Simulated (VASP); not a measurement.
Level of theory: PBE GGA, VASP's PBE PAW potentials (set 64) (plane waves; VASP 6.6.1).

Input for VASP

INCAR:
```
# general
SYSTEM=Si
PREC  =Accurate
ENCUT =520   # plane-wave cut-off (eV)
LREAL =.FALSE.
LASPH =.TRUE.   # aspherical one-centre terms

# electronic loop
EDIFF =1E-7
NELM  =100   # most electronic steps
ALGO  =Normal

# smearing
ISMEAR=0
SIGMA =0.05   # width (eV)

# functional
GGA   =PE

# ions
ISIF  =2

# output
LWAVE =.FALSE.
LCHARG=.FALSE.
```

### KPOINTS
```
kpoints
0
Gamma
 8 8 8
0 0 0
```

File POSCAR:
```
Si
1
    0.0000000000     2.7613483004     2.7613483004
    2.7613483004     0.0000000000     2.7613483004
    2.7613483004     2.7613483004     0.0000000000
Si
2
Direct
  0.0000000000   0.0000000000   0.0000000000
  0.2500000000   0.2500000000   0.2500000000
```

POTCAR, in this order: Si (PBE.64 set). Program: vasp_std.

Output

**OSZICAR**
```
       N       E                     dE             d eps       ncg     rms          rms(c)
DAV:   1     0.711037067425E+01    0.71104E+01   -0.33865E+03   472   0.795E+02
DAV:   2    -0.107277222616E+02   -0.17838E+02   -0.17287E+02   712   0.824E+01
DAV:   3    -0.109883644422E+02   -0.26064E+00   -0.26064E+00   592   0.122E+01
DAV:   4    -0.109893655022E+02   -0.10011E-02   -0.10011E-02   768   0.840E-01
DAV:   5    -0.109893665298E+02   -0.10276E-05   -0.10276E-05   600   0.229E-02    0.457E+00
DAV:   6    -0.108847001727E+02    0.10467E+00   -0.66698E-02   560   0.135E+00    0.278E+00
DAV:   7    -0.108351113195E+02    0.49589E-01   -0.13180E-01   584   0.203E+00    0.155E-01
DAV:   8    -0.108362661264E+02   -0.11548E-02   -0.35972E-03   504   0.451E-01    0.728E-02
DAV:   9    -0.108364742107E+02   -0.20808E-03   -0.21355E-04   672   0.113E-01    0.541E-02
DAV:  10    -0.108364995557E+02   -0.25345E-04   -0.30575E-05   512   0.414E-02    0.866E-03
DAV:  11    -0.108364992636E+02    0.29212E-06   -0.53099E-07   768   0.508E-03    0.198E-03
DAV:  12    -0.108364996366E+02   -0.37307E-06   -0.61731E-07   504   0.619E-03    0.895E-04
DAV:  13    -0.108364996503E+02   -0.13648E-07   -0.19133E-09   312   0.404E-04
   1 F= -.10836500E+02 E0= -.10836500E+02  d E =-.467833E-11
```

File OUTCAR:
```
------------------------ aborting loop because EDIFF is reached ----------------------------------------
  FORCE on cell =-STRESS in cart. coord.  units (eV):
  Direction    XX          YY          ZZ          XY          YZ          ZX
  --------------------------------------------------------------------------------------
  Total       -0.6474325     -0.6474325     -0.6474325     -0.0000000     -0.0000000      0.0000000
  in kB      -24.6326733    -24.6326733    -24.6326733     -0.0000000     -0.0000000      0.0000000
  external PRESSURE =     -24.6326733 kB  Pullay stress =       0.0000000 kB
  volume of cell :       42.11
      direct lattice vectors                 reciprocal lattice vectors
     0.000000000  2.761348300  2.761348300    -0.181070964  0.181070964  0.181070964
     2.761348300  0.000000000  2.761348300     0.181070964 -0.181070964  0.181070964
     2.761348300  2.761348300  0.000000000     0.181070964  0.181070964 -0.181070964
 POSITION                                       TOTAL-FORCE (eV/Angst)
 -----------------------------------------------------------------------------------
      0.00000      0.00000      0.00000         0.000000      0.000000      0.000000
      1.38067      1.38067      1.38067        -0.000000     -0.000000     -0.000000
 -----------------------------------------------------------------------------------
    total drift:                               -0.000000     -0.000000     -0.000000
  FREE ENERGIE OF THE ION-ELECTRON SYSTEM (eV)
  ---------------------------------------------------
  free  energy   TOTEN  =       -10.8364996503 eV

  energy  without entropy=      -10.8364996503  energy(sigma->0) =      -10.83649965
```
(Selected blocks of OUTCAR.)

The compound is Si in the diamond structure. This cell is one point of a volume scan, at 1.03 of the reference volume.
